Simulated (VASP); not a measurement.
The input files of a VASP run:

**KPOINTS**
```
Automatic
0
Gamma
  10 10 10
0 0 0
```

### POSCAR
```
PtAl2
1.0
  0.0000000000   2.7876019206   2.7876019206
  2.7876019206   0.0000000000   2.7876019206
  2.7876019206   2.7876019206   0.0000000000
Al Pt
2 1
Cart
  1.3938009603   1.3938009603   1.3938009603
  4.1814028809   4.1814028809   4.1814028809
  0.0000000000   0.0000000000   0.0000000000
```

**INCAR**
```
! general
SYSTEM  = PtAl2
PREC    = Accurate
ENCUT   = 500
LREAL   = .False.   ! projection in real space or not
LASPH   = .True.   ! aspherical one-centre terms

! electronic loop
EDIFF   = 1E-6   ! SCF stop (eV)
NELM    = 100   ! most electronic steps
ALGO    = Normal   ! blocked Davidson
LMAXMIX = 6

! smearing
ISMEAR  = 1   ! Methfessel-Paxton
SIGMA   = 0.1

! ions
IBRION  = 2
NSW     = 40   ! most ionic steps
ISIF    = 3
EDIFFG  = -0.02
PSTRESS = 450   ! kbar

! output
LWAVE   = .False.
LCHARG  = .False.
```

POTCAR, in this order: Al Pt (LDA.64 set). Program: vasp_std.

Task: Translate this LDA calculation to Ansatz.

Result: One equivalent input (not run):
Ansatz 0.2 input:
```yaml
crystal:
  lattice:
    - [0.0000000, 2.7876019, 2.7876019]
    - [2.7876019, 0.0000000, 2.7876019]
    - [2.7876019, 2.7876019, 0.0000000]
  atoms:
    - { symbol: Al, position: [0.2500000, 0.2500000, 0.2500000] }
    - { symbol: Al, position: [0.7500000, 0.7500000, 0.7500000] }
    - { symbol: Pt, position: [0.0000000, 0.0000000, 0.0000000] }
kpoints:
  mp_grid: { grid: [10, 10, 10] }
hamiltonian:
  xc: lda
  pseudopotentials: { kind: paw }
scf:
  occupations: { method: methfessel_paxton, width: 0.1 }
  max_iter: 100
relax:
  max_steps: 40
  f_tol: 0.02
  cell: { p_target: 45 }
output: { forces: true, stress: true, eigenvalues: true }
```
Limits of the translation: each code has its own PAW files, so the cut-off isn't converted (ENCUT is set for VASP's; basis.ecutwfc is left out, and Ansatz then takes the one that its files recommend); Ansatz stops its SCF on the density residual and VASP on the energy change (EDIFF); Ansatz's lda is the Perdew-Wang form, while the LDA potentials of VASP carry Perdew-Zunger's.

The compound is PtAl2 in the fluorite structure. This run relaxes it under an external pressure of 45 GPa. Symmetry was kept, so distortions that lower it aren't found.
